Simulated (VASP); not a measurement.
A convergence study with VASP on CdS (space group F-43m): one setting is varied, all else stays as given below, so the limit is that of these other settings.

```xyz
2
Lattice="0.0000 2.8954 2.8954 2.8954 0.0000 2.8954 2.8954 2.8954 0.0000" Properties=species:S:1:pos:R:3 pbc="T T T"
Cd     0.0000     0.0000     0.0000
S      1.4477     1.4477     1.4477
```

The numbers are results of PBE GGA, VASP's PBE PAW potentials (set 64) (plane waves; VASP), not measurements. The tightest run used: 450 eV cut-off, 7×7×7 Γ-centred mesh, Gaussian smearing of 0.010 eV, potentials Cd S.

| setting | mean ε∞ | highest Γ mode (cm⁻¹) | plane waves |
|---|---|---|---|
| ENCUT = 150 | 16.74 | 276.5 | 206 |
| ENCUT = 180 | 6.63 | 246.3 | 283 |
| ENCUT = 210 | 6.70 | 245.1 | 343 |

Problem. These are the cheaper rows. Estimate the results at ENCUT = 450, and how far the last row shown lies from them.

Solution. 
| quantity | tightest run | last row shown is off by |
|---|---|---|
| mean ε∞ | 6.69 | 0.02 |
| highest Γ mode (cm⁻¹) | 248.4 | -3.3 |

Left out are rungs that failed or repeat a setting and relaxations that didn't move; long series are thinned to 24 rows.

The structure is a typed CdS crystal (space group no. 216). The cell was not relaxed at this level.
